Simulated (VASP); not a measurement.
These are r2SCAN+rVV10, VASP's PBE PAW potentials (set 64) (plane waves; VASP) values and carry that method's errors.

VASP input:

### INCAR
```
SYSTEM=TiO2
PREC=Accurate; ENCUT=520; LREAL=.FALSE.
LASPH=.TRUE.
EDIFF=1E-6; NELM=100; ALGO=Normal
LMAXMIX=4; LMIXTAU=.TRUE.
ISMEAR=0; SIGMA=0.05
METAGGA=R2SCAN; LUSE_VDW=.TRUE.; BPARAM=11.95
CPARAM=0.0093
IBRION=2; NSW=60; ISIF=3
EDIFFG=-0.02
LWAVE=.FALSE.; LCHARG=.FALSE.
```

### POSCAR
```
TiO2
1
    4.5947055636    -0.0000000000     0.0000000000
    0.0000000000     4.5947055636     0.0000000000
    0.0000000000     0.0000000000     2.9437176444
Ti O
2 4
Direct
  0.0000000000   1.0000000000   0.0000000000
  0.5000000000   0.5000000000   0.5000000000
  0.3042739349   0.3042739349   1.0000000000
  0.8042739349   0.1957260651   0.5000000000
  0.1957260651   0.8042739349   0.5000000000
  0.6957260651   0.6957260651   0.0000000000
```

File KPOINTS:
```
Regular mesh
0
gamma
  5 5 7
```

POTCAR, in this order: Ti_sv O (PBE.64 set). Program: vasp_std.

The run wrote:

File OSZICAR:
```
       N       E                     dE             d eps       ncg     rms          rms(c)
DAV:   1     0.679442585078E+03    0.67944E+03   -0.25521E+04  1344   0.208E+03
DAV:   2     0.306868240259E+02   -0.64876E+03   -0.62895E+03  1432   0.602E+02
DAV:   3    -0.943780208692E+02   -0.12506E+03   -0.12077E+03  2128   0.226E+02
DAV:   4    -0.100352091707E+03   -0.59741E+01   -0.59674E+01  1800   0.524E+01
DAV:   5    -0.100608401567E+03   -0.25631E+00   -0.25623E+00  1928   0.935E+00    0.330E+01
DAV:   6    -0.710738930973E+02    0.29535E+02   -0.83000E+01  1656   0.110E+02    0.914E+00
DAV:   7    -0.674802393067E+02    0.35937E+01   -0.52456E+00  1772   0.167E+01    0.519E+00
DAV:   8    -0.723592054773E+02   -0.48790E+01   -0.22905E+00  1580   0.124E+01    0.263E+00
DAV:   9    -0.677881042972E+02    0.45711E+01   -0.13642E+00  1384   0.989E+00    0.947E-01
DAV:  10    -0.684166237677E+02   -0.62852E+00   -0.29723E-01  1676   0.495E+00    0.534E-01
DAV:  11    -0.684347800330E+02   -0.18156E-01   -0.91332E-03  1792   0.804E-01    0.412E-01
DAV:  12    -0.685639450609E+02   -0.12917E+00   -0.55717E-02  1448   0.250E+00    0.170E-01
DAV:  13    -0.685713197628E+02   -0.73747E-02   -0.11002E-02  1660   0.109E+00    0.413E-02
DAV:  14    -0.685727892620E+02   -0.14695E-02   -0.87350E-04  1828   0.267E-01    0.378E-02
DAV:  15    -0.685724024547E+02    0.38681E-03   -0.64958E-04  1484   0.246E-01    0.500E-02
DAV:  16    -0.685728745718E+02   -0.47212E-03   -0.70368E-04  1492   0.253E-01    0.222E-02
DAV:  17    -0.685729752912E+02   -0.10072E-03   -0.74696E-05  1504   0.100E-01    0.268E-03
DAV:  18    -0.685729792473E+02   -0.39561E-05   -0.40157E-06  1348   0.206E-02    0.492E-03
DAV:  19    -0.685729801234E+02   -0.87607E-06   -0.24987E-06  1096   0.201E-02
   1 F= -.68572980E+02 E0= -.68572980E+02  d E =-.685730E+02
       N       E                     dE             d eps       ncg     rms          rms(c)
DAV:   1    -0.685970898022E+02   -0.24111E-01   -0.12642E+00  1564   0.135E+01    0.152E+00
DAV:   2    -0.685798100533E+02    0.17280E-01   -0.12563E-01  1576   0.353E+00    0.768E-01
DAV:   3    -0.685727269029E+02    0.70832E-02   -0.48959E-02  1648   0.163E+00    0.189E-01
DAV:   4    -0.685719543532E+02    0.77255E-03   -0.10584E-02  1644   0.820E-01    0.119E-01
DAV:   5    -0.685725340021E+02   -0.57965E-03   -0.79554E-04  1724   0.285E-01    0.760E-02
DAV:   6    -0.685727907209E+02   -0.25672E-03   -0.17165E-03  2204   0.227E-01    0.660E-02
DAV:   7    -0.685727899510E+02    0.76992E-06   -0.12775E-04  1836   0.114E-01    0.306E-02
DAV:   8    -0.685727883975E+02    0.15535E-05   -0.57498E-05  1680   0.902E-02    0.951E-03
DAV:   9    -0.685727862117E+02    0.21858E-05   -0.10609E-05  1476   0.381E-02    0.747E-03
DAV:  10    -0.685727844147E+02    0.17969E-05   -0.33858E-06  1292   0.182E-02    0.163E-03
DAV:  11    -0.685727840388E+02    0.37594E-06   -0.11976E-06   892   0.123E-02
   2 F= -.68572784E+02 E0= -.68572784E+02  d E =0.196085E-03
       N       E                     dE             d eps       ncg     rms          rms(c)
DAV:   1    -0.685810495596E+02   -0.82651E-02   -0.33714E-01  1568   0.692E+00    0.784E-01
DAV:   2    -0.685764379630E+02    0.46116E-02   -0.33297E-02  1552   0.181E+00    0.397E-01
DAV:   3    -0.685746197753E+02    0.18182E-02   -0.12762E-02  1628   0.843E-01    0.974E-02
DAV:   4    -0.685743565999E+02    0.26318E-03   -0.27151E-03  1640   0.412E-01    0.604E-02
DAV:   5    -0.685745304961E+02   -0.17390E-03   -0.23656E-04  1712   0.154E-01    0.382E-02
DAV:   6    -0.685746115385E+02   -0.81042E-04   -0.44267E-04  2172   0.108E-01    0.348E-02
DAV:   7    -0.685746238102E+02   -0.12272E-04   -0.33394E-05  1776   0.593E-02    0.151E-02
DAV:   8    -0.685746288288E+02   -0.50186E-05   -0.12835E-05  1520   0.434E-02    0.498E-03
DAV:   9    -0.685746274843E+02    0.13444E-05   -0.13713E-06   908   0.148E-02    0.348E-03
DAV:  10    -0.685746281063E+02   -0.62202E-06   -0.93847E-07   824   0.968E-03
   3 F= -.68574628E+02 E0= -.68574628E+02  d E =-.164798E-02
       N       E                     dE             d eps       ncg     rms          rms(c)
DAV:   1    -0.685767751533E+02   -0.21477E-02   -0.12129E-01  1344   0.395E+00    0.348E-01
DAV:   2    -0.685756543106E+02    0.11208E-02   -0.86885E-03  1816   0.938E-01    0.199E-01
DAV:   3    -0.685750976418E+02    0.55667E-03   -0.26864E-03  1656   0.383E-01    0.563E-02
DAV:   4    -0.685750454177E+02    0.52224E-04   -0.50526E-04  1760   0.191E-01    0.438E-02
DAV:   5    -0.685750750921E+02   -0.29674E-04   -0.40474E-05  1832   0.628E-02    0.232E-02
DAV:   6    -0.685750870319E+02   -0.11940E-04   -0.46291E-05  2316   0.551E-02    0.930E-03
DAV:   7    -0.685750865246E+02    0.50738E-06   -0.56659E-06  1524   0.256E-02
   4 F= -.68575087E+02 E0= -.68575087E+02  d E =-.458418E-03
```

OUTCAR:
```
------------------------ aborting loop because EDIFF is reached ----------------------------------------
  FORCE on cell =-STRESS in cart. coord.  units (eV):
  Direction    XX          YY          ZZ          XY          YZ          ZX
  --------------------------------------------------------------------------------------
  Total       -0.0148555     -0.0148555      0.0054815      0.0000000      0.0000000      0.0000000
  in kB       -0.3819300     -0.3819300      0.1409272      0.0000000      0.0000000      0.0000000
  external PRESSURE =      -0.2076443 kB  Pullay stress =       0.0000000 kB
  volume of cell :       62.32
      direct lattice vectors                 reciprocal lattice vectors
     4.589783880  0.000000000  0.000000000     0.217875182 -0.000000000  0.000000000
     0.000000000  4.589783880  0.000000000     0.000000000  0.217875182  0.000000000
     0.000000000  0.000000000  2.958212270     0.000000000  0.000000000  0.338042003
 POSITION                                       TOTAL-FORCE (eV/Angst)
 -----------------------------------------------------------------------------------
      0.00000      4.58978      2.95821         0.000000      0.000000     -0.000000
      2.29489      2.29489      1.47911         0.000000      0.000000     -0.000000
      1.39647      1.39647      0.00000        -0.001416     -0.001416      0.000000
      3.69137      0.89842      1.47911        -0.001416      0.001416     -0.000000
      0.89842      3.69137      1.47911         0.001416     -0.001416     -0.000000
      3.19331      3.19331      2.95821         0.001416      0.001416     -0.000000
 -----------------------------------------------------------------------------------
    total drift:                                0.000000      0.000000      0.000000
  FREE ENERGIE OF THE ION-ELECTRON SYSTEM (eV)
  ---------------------------------------------------
  free  energy   TOTEN  =       -68.5750865246 eV

  energy  without entropy=      -68.5750865246  energy(sigma->0) =      -68.57508652

 reached required accuracy - stopping structural energy minimisation
```
(Selected blocks of OUTCAR.)

### CONTCAR
```
TiO2
   1.00000000000000
     4.5897838802464435    0.0000000000000000    0.0000000000000000
     0.0000000000000000    4.5897838802464435    0.0000000000000000
     0.0000000000000000    0.0000000000000000    2.9582122699123756
  Ti              O
     2     4
Direct
     0.0000000000000000    1.0000000000000000    1.0000000000000000
     0.5000000000000000    0.5000000000000000    0.5000000000000000
     0.3042568702121129    0.3042568702121129    0.0000000000000000
     0.8042568702121128    0.1957431297878872    0.5000000000000000
     0.1957431297878872    0.8042568702121128    0.5000000000000000
     0.6957431297878872    0.6957431297878872    1.0000000000000000
```

The compound is TiO2 in the rutile structure. This run relaxes it. Symmetry was kept, so distortions that lower it aren't found. The start is the result of an earlier pass.
